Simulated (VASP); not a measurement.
An input for Ansatz (written as the equivalent of a VASP run, and not itself run):

Ansatz 0.2 input:
```yaml
crystal:
  lattice:
    - [-1.5726035, 2.2616730, 3.5260081]
    - [1.5726035, -2.2616730, 3.5260081]
    - [1.5726035, 2.2616730, -3.5260081]
  atoms:
    - { symbol: Co, position: [0.0000000, 0.0000000, 0.0000000] }
    - { symbol: B, position: [0.7058411, 0.5000000, 0.2058411] }
    - { symbol: B, position: [0.2941589, 0.5000000, 0.7941589] }
    - { symbol: Mo, position: [0.7007714, 0.2007714, 0.5000000] }
    - { symbol: Mo, position: [0.2992286, 0.7992286, 0.5000000] }
kpoints:
  mp_grid: { grid: [13, 13, 13] }
hamiltonian:
  xc: pbesol
  pseudopotentials: { kind: paw }
scf:
  occupations: { method: tetrahedron }
  max_iter: 100
output: { forces: true, stress: true, eigenvalues: true }
```

### Question
Write the VASP files for the same calculation (PBEsol).

### Answer
This is not unique; one that fits is 
**POSCAR**
```
Co(BMo)2
1
   -1.5726035326     2.2616730085     3.5260080753
    1.5726035326    -2.2616730085     3.5260080753
    1.5726035326     2.2616730085    -3.5260080753
Co B Mo
1 2 2
Direct
  0.0000000000   0.0000000000   0.0000000000
  0.7058410658   0.5000000000   0.2058410658
  0.2941589342   0.5000000000   0.7941589342
  0.7007713591   0.2007713591   0.5000000000
  0.2992286409   0.7992286409   0.5000000000
```

### KPOINTS
```
Automatic mesh
0
Gamma
13 13 13
0 0 0
```

### INCAR
```
! general
SYSTEM =Co(BMo)2
PREC   =Accurate
ENCUT  =520
LREAL  =.FALSE.   ! projection in real space or not
LASPH  =.TRUE.   ! aspherical one-centre terms

! electronic loop
EDIFF  =1E-7
NELM   =100
ALGO   =Normal   ! blocked Davidson
LMAXMIX=4   ! l cut-off of mixed one-centre charges

! smearing
ISMEAR =-5   ! tetrahedra, Bloechl

! functional
GGA    =PS   ! PBEsol

! ions
ISIF   =2   ! forces and stress, cell fixed

! output
LWAVE  =.FALSE.
LCHARG =.TRUE.
LORBIT =11
NEDOS  =601   ! DOS grid

! other
LEFG   =.TRUE.
```

POTCAR, in this order: Co B Mo_sv (PBE.64 set). Program: vasp_std.

Limits of the translation: each code has its own PAW files, so the cut-off isn't converted (ENCUT is set for VASP's; basis.ecutwfc is left out, and Ansatz then takes the one that its files recommend); Ansatz stops its SCF on the density residual and VASP on the energy change (EDIFF); the field gradients of LEFG aren't asked of the other code.

The structure comes from a computed database's CoMo2B2 entry (Immm); how it stands against other phases isn't given here. It was relaxed first.
